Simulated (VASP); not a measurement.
Given:

```
CELL_PARAMETERS angstrom
      5.13414     0.00000     0.00000
      0.00000     5.13414     0.00000
      0.00000     0.00000     3.45319
ATOMIC_POSITIONS crystal
  Pb 0.00000 0.00000 0.00000
  Pb 0.50000 0.50000 0.50000
  O  0.30830 0.30830 0.00000
  O  0.80830 0.19170 0.50000
  O  0.19170 0.80830 0.50000
  O  0.69170 0.69170 0.00000
```

Calculation: revPBE GGA, VASP's PBE PAW potentials (set 64) (plane waves; VASP). Settings: 520 eV cut-off, 5×5×7 Γ-centred mesh, Gaussian smearing of 0.050 eV, potentials Pb_d O.

Task: Estimate the energy per atom (σ→0).

Result: 
The energy per atom (σ→0) is -4.979 eV/atom.

Total energies compare only between runs with the same potentials, cut-off and functional.

The compound is PbO2 in the rutile structure. It was relaxed first, which changed the volume by +9 %.
